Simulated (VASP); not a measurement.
Set up this calculation in VASP 6.6.1, as the native input.

```
Task                   : single point
Functional             : PBE
Potentials or basis    : VASP PAW PBE potentials, release 64 (Ge_d, Mo_sv, W_sv)
Cutoff                 : 520 eV
k mesh                 : 4 × 4 × 2
Occupations            : gaussian, width 0.1 eV
Spin                   : no spin polarisation
Dipole correction      : no
Further INCAR settings : ALGO = Fast; EDIFF = 1e-06; NBANDS = 96
```

The structure of Ge8MoW3 lies in POSCAR:

```
Ge8MoW3
1.0
    5.0478485200      0.0000000000      0.0000000000
    0.0000000000      5.0478485200      0.0000000000
    0.0000000000      0.0000000000      8.8007539800
Ge Mo W
8 1 3
Direct
    0.0000000000      0.5000000000      0.6616742600
    0.0000000000      0.0000000000      0.1616742600
    0.5000000000      0.5000000000      0.1616742600
    0.5000000000      0.0000000000      0.6616742600
    0.0000000000      0.5000000000      0.3383257400
    0.0000000000      0.0000000000      0.8383257400
    0.5000000000      0.5000000000      0.8383257400
    0.5000000000      0.0000000000      0.3383257400
    0.0000000000      0.0000000000      0.5000000000
    0.0000000000      0.5000000000      0.0000000000
    0.5000000000      0.5000000000      0.5000000000
    0.5000000000      0.0000000000      0.0000000000
```

The cell was built by a generator and needn't be a form met in nature.

The input as run:

INCAR

```
SYSTEM = Ge8MoW3
PREC     = Accurate       ! precision mode
ENCUT    = 520            ! plane-wave cutoff, eV
EDIFF    = 1E-6           ! SCF threshold, eV
ISMEAR   = 0              ! smearing method
SIGMA    = 0.1            ! smearing width, eV
LREAL    = .FALSE.        ! projectors in reciprocal space
LASPH    = .TRUE.         ! aspherical terms in the spheres
NELM     = 100            ! most SCF steps
ALGO     = Fast           ! electronic algorithm
ISIF     = 2              ! what is computed and relaxed
LWAVE    = .FALSE.        ! write WAVECAR
LCHARG   = .TRUE.         ! write CHGCAR
GGA      = PE             ! functional
LELF     = .TRUE.         ! ELF
LVHAR    = .TRUE.       
NBANDS   = 96             ! bands
```

KPOINTS

```
regular mesh
0
G
  4 4 2
  0 0 0
```

Potentials or basis: VASP PAW PBE potentials, release 64 (Ge_d, Mo_sv, W_sv).

Command:

```console
$ cat potpaw_PBE.64/Ge_d/POTCAR potpaw_PBE.64/Mo_sv/POTCAR potpaw_PBE.64/W_sv/POTCAR > POTCAR
$ mpirun -np 1 vasp_std > vasp.out
```

It gave:

```json
{
  "Pressure": "-20.5 GPa",
  "Largest force": "0.325 eV/Å",
  "Band gap on the k mesh": "none (metal or under the smearing width)"
}
```

Caveat: so large a pressure means that the cell lies far from this level's equilibrium, or that cutoff or potentials fall short.

Run time: 17 min on 1 thread of Intel(R) Xeon(R) Platinum 8259CL CPU @ 2.50GHz (Skylake/Cascade Lake) (shared host), peak memory 0.46 GiB.
